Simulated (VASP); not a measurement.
All values below come from SCAN meta-GGA, VASP's PBE PAW potentials (set 64) (plane waves; VASP 6.6.1).

The input files of a VASP run:

### INCAR
```
ALGO = Normal
EDIFF = 1E-7
EDIFFG = -0.01
ENCUT = 520
IBRION = 2
ISIF = 4
ISMEAR = 0
LASPH = T
LCHARG = F
LMAXMIX = 4
LMIXTAU = T
LREAL = F
LWAVE = F
METAGGA = SCAN
NELM = 100
NSW = 30
PREC = Accurate
SIGMA = 0.05
SYSTEM = MgI2
```

**KPOINTS**
```
Automatic mesh
0
Gamma
6 6 3
0 0 0
```

**POSCAR**
```
MgI2
1
    2.1097846168    -3.6542537109     0.0000000000
    2.1097846168     3.6542537109     0.0000000000
    0.0000000000     0.0000000000     7.1507693030
Mg I
1 2
Direct
  0.0000000000   0.0000000000   0.0000000000
  0.3333330000   0.6666670000   0.2348114924
  0.6666670000   0.3333330000   0.7651885076
```

POTCAR, in this order: Mg I (PBE.64 set). Program: vasp_std.

Output

File OSZICAR:
```
...
DAV:   1    -0.818877059057E+02   -0.12211E-02   -0.98294E-02   408   0.193E+00    0.103E-01
DAV:   2    -0.818884416761E+02   -0.73577E-03   -0.37312E-03   440   0.537E-01    0.425E-02
DAV:   3    -0.818886365991E+02   -0.19492E-03   -0.11648E-04   468   0.145E-01    0.302E-02
DAV:   4    -0.818886775684E+02   -0.40969E-04   -0.52339E-05   412   0.820E-02    0.132E-02
DAV:   5    -0.818886816854E+02   -0.41171E-05   -0.25061E-05   408   0.783E-02    0.237E-03
DAV:   6    -0.818886885816E+02   -0.68961E-05   -0.11399E-05   408   0.525E-02    0.456E-03
DAV:   7    -0.818886887025E+02   -0.12088E-06   -0.10349E-06   460   0.168E-02    0.439E-03
DAV:   8    -0.818886910842E+02   -0.23817E-05   -0.70451E-07   408   0.124E-02    0.718E-04
DAV:   9    -0.818886918027E+02   -0.71852E-06   -0.15082E-06   408   0.199E-02    0.417E-04
DAV:  10    -0.818886916879E+02    0.11478E-06   -0.78625E-08   280   0.344E-03    0.619E-04
DAV:  11    -0.818886915916E+02    0.96304E-07   -0.49971E-09   204   0.713E-04
   2 F= -.81888692E+02 E0= -.81888692E+02  d E =-.220686E-02
       N       E                     dE             d eps       ncg     rms          rms(c)
DAV:   1    -0.818862473222E+02    0.24444E-02   -0.53918E-01   408   0.453E+00    0.243E-01
DAV:   2    -0.818906464636E+02   -0.43991E-02   -0.20499E-02   452   0.124E+00    0.973E-02
DAV:   3    -0.818916697401E+02   -0.10233E-02   -0.63557E-04   460   0.335E-01    0.685E-02
DAV:   4    -0.818918242588E+02   -0.15452E-03   -0.30227E-04   412   0.201E-01    0.305E-02
DAV:   5    -0.818918583470E+02   -0.34088E-04   -0.18285E-04   408   0.215E-01    0.580E-03
DAV:   6    -0.818918909733E+02   -0.32626E-04   -0.71299E-05   408   0.134E-01    0.921E-03
DAV:   7    -0.818918922727E+02   -0.12995E-05   -0.81018E-06   440   0.468E-02    0.985E-03
DAV:   8    -0.818918957834E+02   -0.35106E-05   -0.54242E-06   424   0.341E-02    0.211E-03
DAV:   9    -0.818918992115E+02   -0.34281E-05   -0.10717E-05   408   0.512E-02    0.850E-04
DAV:  10    -0.818918989597E+02    0.25177E-06   -0.80753E-07   416   0.117E-02    0.160E-03
DAV:  11    -0.818918987485E+02    0.21126E-06   -0.94790E-09   292   0.118E-03    0.108E-03
DAV:  12    -0.818918982851E+02    0.46335E-06   -0.11352E-07   276   0.531E-03    0.338E-04
DAV:  13    -0.818918977984E+02    0.48667E-06   -0.62851E-08   272   0.340E-03    0.632E-04
DAV:  14    -0.818918977789E+02    0.19531E-07   -0.45347E-09   204   0.711E-04
   3 F= -.81891898E+02 E0= -.81891898E+02  d E =-.541305E-02
       N       E                     dE             d eps       ncg     rms          rms(c)
DAV:   1    -0.818667797417E+02    0.25118E-01   -0.21632E+00   408   0.907E+00    0.490E-01
DAV:   2    -0.818854594404E+02   -0.18680E-01   -0.80541E-02   456   0.239E+00    0.190E-01
DAV:   3    -0.818892573092E+02   -0.37979E-02   -0.24845E-03   464   0.660E-01    0.132E-01
DAV:   4    -0.818897149649E+02   -0.45766E-03   -0.12940E-03   412   0.427E-01    0.591E-02
DAV:   5    -0.818898877047E+02   -0.17274E-03   -0.10210E-03   408   0.517E-01    0.125E-02
DAV:   6    -0.818900337127E+02   -0.14601E-03   -0.36866E-04   408   0.306E-01    0.166E-02
DAV:   7    -0.818900519213E+02   -0.18209E-04   -0.45622E-05   432   0.109E-01    0.187E-02
DAV:   8    -0.818900451796E+02    0.67417E-05   -0.33804E-05   424   0.836E-02    0.468E-03
DAV:   9    -0.818900637668E+02   -0.18587E-04   -0.50251E-05   408   0.106E-01    0.223E-03
DAV:  10    -0.818900648758E+02   -0.11090E-05   -0.30798E-06   432   0.213E-02    0.271E-03
DAV:  11    -0.818900644798E+02    0.39597E-06   -0.64162E-08   348   0.349E-03    0.154E-03
DAV:  12    -0.818900633932E+02    0.10867E-05   -0.35284E-07   412   0.882E-03    0.283E-04
DAV:  13    -0.818900630414E+02    0.35172E-06   -0.22912E-07   368   0.746E-03    0.129E-03
DAV:  14    -0.818900630490E+02   -0.75898E-08   -0.13095E-08   220   0.154E-03
   4 F= -.81890063E+02 E0= -.81890063E+02  d E =-.357832E-02
       N       E                     dE             d eps       ncg     rms          rms(c)
DAV:   1    -0.818852485146E+02    0.48145E-02   -0.97456E-01   408   0.607E+00    0.334E-01
DAV:   2    -0.818892099861E+02   -0.39615E-02   -0.36530E-02   456   0.171E+00    0.144E-01
DAV:   3    -0.818920755869E+02   -0.28656E-02   -0.14758E-03   436   0.542E-01    0.105E-01
DAV:   4    -0.818924604055E+02   -0.38482E-03   -0.59190E-04   424   0.263E-01    0.406E-02
DAV:   5    -0.818924837867E+02   -0.23381E-04   -0.24486E-04   416   0.226E-01    0.111E-02
DAV:   6    -0.818924649081E+02    0.18879E-04   -0.18587E-04   408   0.188E-01    0.226E-02
DAV:   7    -0.818924794469E+02   -0.14539E-04   -0.11419E-05   448   0.444E-02    0.174E-02
DAV:   8    -0.818924791239E+02    0.32301E-06   -0.89592E-06   412   0.432E-02    0.652E-03
DAV:   9    -0.818924777752E+02    0.13487E-05   -0.51019E-06   408   0.347E-02    0.120E-03
DAV:  10    -0.818924766269E+02    0.11483E-05   -0.23710E-06   408   0.243E-02    0.124E-03
DAV:  11    -0.818924769868E+02   -0.35995E-06   -0.10467E-06   424   0.160E-02    0.106E-04
DAV:  12    -0.818924767958E+02    0.19102E-06   -0.44838E-08   340   0.323E-03    0.144E-04
DAV:  13    -0.818924769040E+02   -0.10821E-06   -0.91006E-09   216   0.132E-03    0.525E-05
DAV:  14    -0.818924769051E+02   -0.11172E-08   -0.11820E-09   212   0.505E-04
   5 F= -.81892477E+02 E0= -.81892477E+02  d E =-.599217E-02
       N       E                     dE             d eps       ncg     rms          rms(c)
DAV:   1    -0.818951878936E+02   -0.27110E-02   -0.15769E-01   416   0.223E+00    0.248E-01
DAV:   2    -0.818942160734E+02    0.97182E-03   -0.40190E-03   448   0.615E-01    0.111E-01
DAV:   3    -0.818936632776E+02    0.55280E-03   -0.12448E-03   440   0.404E-01    0.666E-02
DAV:   4    -0.818936512904E+02    0.11987E-04   -0.68640E-04   436   0.290E-01    0.211E-02
DAV:   5    -0.818936337268E+02    0.17564E-04   -0.56795E-04   412   0.369E-01    0.161E-02
DAV:   6    -0.818935900459E+02    0.43681E-04   -0.20118E-04   412   0.182E-01    0.115E-02
DAV:   7    -0.818935895231E+02    0.52277E-06   -0.39778E-05   416   0.804E-02    0.153E-03
DAV:   8    -0.818935981517E+02   -0.86286E-05   -0.41068E-06   456   0.290E-02    0.148E-03
DAV:   9    -0.818935963778E+02    0.17739E-05   -0.52309E-07   432   0.995E-03    0.749E-04
DAV:  10    -0.818935971734E+02   -0.79559E-06   -0.38367E-07   424   0.975E-03    0.368E-04
DAV:  11    -0.818935963893E+02    0.78415E-06   -0.22013E-07   320   0.736E-03    0.350E-04
DAV:  12    -0.818935966266E+02   -0.23734E-06   -0.37214E-08   280   0.269E-03    0.130E-04
DAV:  13    -0.818935966521E+02   -0.25450E-07   -0.86411E-09   216   0.137E-03
   6 F= -.81893597E+02 E0= -.81893597E+02  d E =-.111975E-02
       N       E                     dE             d eps       ncg     rms          rms(c)
DAV:   1    -0.818946612586E+02   -0.10646E-02   -0.71411E-02   416   0.150E+00    0.167E-01
DAV:   2    -0.818942229658E+02    0.43829E-03   -0.18329E-03   428   0.419E-01    0.744E-02
DAV:   3    -0.818939770784E+02    0.24589E-03   -0.57803E-04   460   0.276E-01    0.448E-02
DAV:   4    -0.818939701448E+02    0.69337E-05   -0.31380E-04   416   0.196E-01    0.146E-02
DAV:   5    -0.818939571644E+02    0.12980E-04   -0.26206E-04   408   0.249E-01    0.111E-02
DAV:   6    -0.818939417385E+02    0.15426E-04   -0.92043E-05   416   0.121E-01    0.781E-03
DAV:   7    -0.818939391894E+02    0.25491E-05   -0.18462E-05   416   0.546E-02    0.108E-03
DAV:   8    -0.818939443053E+02   -0.51159E-05   -0.18256E-06   444   0.190E-02    0.983E-04
DAV:   9    -0.818939430529E+02    0.12524E-05   -0.23658E-07   404   0.672E-03    0.505E-04
DAV:  10    -0.818939436908E+02   -0.63790E-06   -0.18894E-07   320   0.662E-03    0.222E-04
DAV:  11    -0.818939430830E+02    0.60783E-06   -0.97930E-08   280   0.444E-03    0.235E-04
DAV:  12    -0.818939432173E+02   -0.13433E-06   -0.11323E-08   212   0.139E-03    0.839E-05
DAV:  13    -0.818939432341E+02   -0.16737E-07   -0.41063E-09   216   0.972E-04
   7 F= -.81893943E+02 E0= -.81893943E+02  d E =-.146633E-02
```

File OUTCAR:
```
------------------------ aborting loop because EDIFF is reached ----------------------------------------
  FORCE on cell =-STRESS in cart. coord.  units (eV):
  Direction    XX          YY          ZZ          XY          YZ          ZX
  --------------------------------------------------------------------------------------
  Total       -0.1950649     -0.1950648     -0.1544987     -0.0000000      0.0000000      0.0000000
  in kB       -2.8344580     -2.8344575     -2.2449979     -0.0000000      0.0000000      0.0000000
  external PRESSURE =      -2.6379711 kB  Pullay stress =       0.0000000 kB
  volume of cell :      110.26
      direct lattice vectors                 reciprocal lattice vectors
     2.095138659 -3.628886238 -0.000000000     0.238647689 -0.137783322 -0.000000000
     2.095138659  3.628886238  0.000000000     0.238647689  0.137783322  0.000000000
    -0.000000000 -0.000000000  7.251092763     0.000000000 -0.000000000  0.137910248
 POSITION                                       TOTAL-FORCE (eV/Angst)
 -----------------------------------------------------------------------------------
      0.00000     -0.00000      0.00000        -0.000000     -0.000000      0.000000
      2.09514      1.20963      1.66003        -0.000000     -0.000000      0.000190
      2.09514     -1.20963      5.59106         0.000000      0.000000     -0.000190
 -----------------------------------------------------------------------------------
    total drift:                               -0.000000     -0.000000      0.000000
  FREE ENERGIE OF THE ION-ELECTRON SYSTEM (eV)
  ---------------------------------------------------
  free  energy   TOTEN  =       -81.8939432341 eV

  energy  without entropy=      -81.8939432341  energy(sigma->0) =      -81.89394323

 reached required accuracy - stopping structural energy minimisation
```
(Selected blocks of OUTCAR.)

**CONTCAR**
```
MgI2
   1.00000000000000
     2.0951386590088443   -3.6288862375595872   -0.0000000000000000
     2.0951386590088443    3.6288862375595872    0.0000000000000000
    -0.0000000000000000   -0.0000000000000000    7.2510927634915667
  Mg              I
     1     2
Direct
     0.0000000000000000    0.0000000000000000    0.0000000000000000
     0.3333330000000032    0.6666669999999968    0.2289348784373789
     0.6666669999999968    0.3333330000000032    0.7710651215626213
```

The compound is MgI2 in the 1T layered structure. This cell is one point of a volume scan, at 1.03 of the reference volume. Symmetry was kept, so distortions that lower it aren't found.
